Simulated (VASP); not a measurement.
Energy against volume of W (bcc). Method: PW91 GGA, VASP's PBE PAW potentials (set 64) (plane waves; VASP). Run with 520 eV cut-off, 16×16×16 Γ-centred mesh, first-order Methfessel-Paxton smearing of 0.10 eV, potentials W_sv.

```
V (Å³/atom)  E (eV/atom)
-----------  -----------
15.288         -12.79338
15.776         -12.83807
16.264         -12.85054
16.752         -12.83545
```

Question: Fit these four points and predict the energy of the run at 17.239 Å³/atom.

Answer: A cubic in V^(−2/3), the third-order Birch-Murnaghan form, passes through the four points with V0 = 16.23 Å³/atom and B0 = 304 GPa, and gives -12.7968 eV/atom there. The run gave -12.7972 eV/atom, -0.3 meV/atom from the fit; all five points give B0 = 303 GPa.

The compound is W in the bcc structure. It was relaxed first.
